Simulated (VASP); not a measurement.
```
CELL_PARAMETERS angstrom
      0.00000     2.18478     2.18478
      2.18478     0.00000     2.18478
      2.18478     2.18478     0.00000
ATOMIC_POSITIONS crystal
  Si 0.00000 0.00000 0.00000
  C  0.25000 0.25000 0.25000
```

All values below come from vdW-DF-cx, VASP's PBE PAW potentials (set 64) (plane waves; VASP). Settings: 520 eV cut-off, 12×12×12 Γ-centred mesh, tetrahedra with Blöchl corrections, potentials Si C.

Question: Estimate the energy per atom (σ→0), band gap (on the k-mesh) with the smallest direct gap where there is one.

Answer: 
```json
{
  "band gap (on the k-mesh)": "1.32 eV",
  "smallest direct gap (on the k-mesh)": "4.50 eV",
  "energy per atom (σ→0)": "-6.556 eV/atom"
}
```

The compound is SiC in the zinc blende structure. It was relaxed first.
